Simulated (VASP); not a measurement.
These are PBEsol GGA, VASP's PBE PAW potentials (set 64) (plane waves; VASP) values and carry that method's errors.

Input for VASP

File POSCAR:
```
CdBr2
1
    1.9834367229     1.1451379305     6.4280427388
   -1.9834367229     1.1451379305     6.4280427388
    0.0000000000    -2.2902758610     6.4280427388
Cd Br
1 2
Direct
  0.0000000000   0.0000000000   0.0000000000
  0.7475477801   0.7475477801   0.7475477801
  0.2524522199   0.2524522199   0.2524522199
```

**INCAR**
```
PREC  =  Accurate
LORBIT  =  11   ! lm-projected
SYSTEM  =  CdBr2
NELM  =  100   ! most electronic steps
LCHARG  =  .False.
GGA  =  PS
ISMEAR  =  0   ! Gaussian
LWAVE  =  .False.
LASPH  =  .True.   ! aspherical one-centre terms
LMAXMIX  =  4   ! l cut-off of mixed one-centre charges
ENCUT  =  400   ! plane-wave cut-off (eV)
ALGO  =  Normal   ! blocked Davidson
EDIFF  =  1E-7   ! SCF stop (eV)
ICHARG  =  11   ! fixed density
SIGMA  =  0.05
LREAL  =  .False.   ! projection in real space or not
```

KPOINTS:
```
k-points along high-symmetry lines
12
Line-mode
Reciprocal
  0.000000   0.000000   0.000000 ! GAMMA
  0.500000   0.500000   0.500000 ! T

  0.500000   0.500000   0.500000 ! T
  0.811998   0.188002   0.500000 ! H_2

  0.500000  -0.188002   0.188002 ! H_0
  0.500000   0.000000   0.000000 ! L

  0.500000   0.000000   0.000000 ! L
  0.000000   0.000000   0.000000 ! GAMMA

  0.000000   0.000000   0.000000 ! GAMMA
  0.344001  -0.344001   0.000000 ! S_0

  0.655999   0.000000   0.344001 ! S_2
  0.500000   0.000000   0.500000 ! F

  0.500000   0.000000   0.500000 ! F
  0.000000   0.000000   0.000000 ! GAMMA
```

POTCAR, in this order: Cd Br (PBE.64 set). Program: vasp_std. Read from the step before: CHGCAR.

What VASP printed:

File OSZICAR:
```
       N       E                     dE             d eps       ncg     rms          rms(c)
DAV:   1     0.159080777352E+03    0.15908E+03   -0.11017E+04  2880   0.109E+03
DAV:   2     0.244278134471E+01   -0.15664E+03   -0.15371E+03  3643   0.282E+02
DAV:   3    -0.605558968541E+01   -0.84984E+01   -0.84865E+01  3163   0.678E+01
DAV:   4    -0.612003229321E+01   -0.64443E-01   -0.64428E-01  3900   0.595E+00
DAV:   5    -0.612037566640E+01   -0.34337E-03   -0.34337E-03  3297   0.401E-01
DAV:   6    -0.612038011651E+01   -0.44501E-05   -0.44501E-05  3887   0.436E-02
DAV:   7    -0.612038019068E+01   -0.74168E-07   -0.74185E-07  3405   0.503E-03
   1 F= -.61203802E+01 E0= -.61203802E+01  d E =-.730655E-14
```

OUTCAR:
```
 val. band max:       -0.3792644207   @ k =   0.5000   0.5000   0.5000

 cond. band min:       2.4173370447   @ k =   0.0000   0.0000   0.0000



 k-point     1 :       0.0000    0.0000    0.0000
  band No.  band energies     occupation
      1     -14.2299      2.00000
      2     -13.6371      2.00000
      3      -7.3237      2.00000
      4      -7.3237      2.00000
      5      -7.1867      2.00000
      6      -7.0009      2.00000
      7      -7.0009      2.00000
      8      -3.8288      2.00000
      9      -0.8161      2.00000
     10      -0.8161      2.00000
     11      -0.6268      2.00000
     12      -0.4732      2.00000
     13      -0.4732      2.00000
     14       2.4173      0.00000
     15       4.8570      0.00000
     16       7.5921      0.00000
     17       7.5921      0.00000

 k-point     2 :       0.0455    0.0455    0.0455
  band No.  band energies     occupation
      1     -14.2281      2.00000
      2     -13.6394      2.00000
      3      -7.3235      2.00000
      4      -7.3235      2.00000
      5      -7.1864      2.00000
      6      -7.0008      2.00000
      7      -7.0008      2.00000
      8      -3.8213      2.00000
      9      -0.8185      2.00000
     10      -0.8185      2.00000
     11      -0.6514      2.00000
     12      -0.4708      2.00000
     13      -0.4708      2.00000
     14       2.4435      0.00000
     15       4.8582      0.00000
     16       7.5957      0.00000
     17       7.5957      0.00000

 k-point     3 :       0.0909    0.0909    0.0909
  band No.  band energies     occupation
      1     -14.2227      2.00000
      2     -13.6462      2.00000
      3      -7.3235      2.00000
      4      -7.3235      2.00000
      5      -7.1848      2.00000
      6      -7.0009      2.00000
      7      -7.0009      2.00000
      8      -3.7987      2.00000
      9      -0.8257      2.00000
     10      -0.8257      2.00000
     11      -0.7219      2.00000
     12      -0.4639      2.00000
...
```

The density is held fixed in this step, so its total energy and stress have no physical meaning.

The structure comes from a computed database's CdBr2 entry (R-3m); how it stands against other phases isn't given here. It was relaxed first.
